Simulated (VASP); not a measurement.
A convergence study with VASP on Mg$_{2}$Ge (antifluorite): one setting is varied, all else stays as given below, so the limit is that of these other settings.

```xyz
3
Lattice="0.0000 3.1950 3.1950 3.1950 0.0000 3.1950 3.1950 3.1950 0.0000" Properties=species:S:1:pos:R:3 pbc="T T T"
Mg     1.5975     1.5975     1.5975
Mg     4.7925     4.7925     4.7925
Ge     0.0000     0.0000     0.0000
```

These are PBE GGA, VASP's PBE PAW potentials (set 64) (plane waves; VASP) values and carry that method's errors. The tightest run used: 600 eV cut-off, 5×5×5 Γ-centred mesh, Gaussian smearing of 0.010 eV, potentials Mg Ge_d.

The reference is ENCUT = 600, which took about 3 core-minutes. Costs are core time on shared hosts, one run each; read them as rough ratios.

Task: Of the settings ENCUT = 200; ENCUT = 300; ENCUT = 400; ENCUT = 500; ENCUT = 600, which is the lowest that keeps the difference from the reference in mean ε∞ within 0.3 from there on, and what does it cost?

Result: ENCUT = 300; its cost over the reference is within a factor of 2.
```csv
setting,difference in mean ε∞,cost over the reference
ENCUT = 200,1.69,about 1/2
ENCUT = 300,0.03,within a factor of 2
ENCUT = 400,0.00,within a factor of 2
ENCUT = 500,0.00,within a factor of 2
ENCUT = 600,0.00,reference
```

Left out are rungs that failed or repeat a setting and relaxations that didn't move; long series are thinned to 24 rows.

The compound is Mg2Ge in the antifluorite structure. The cell was not relaxed at this level.
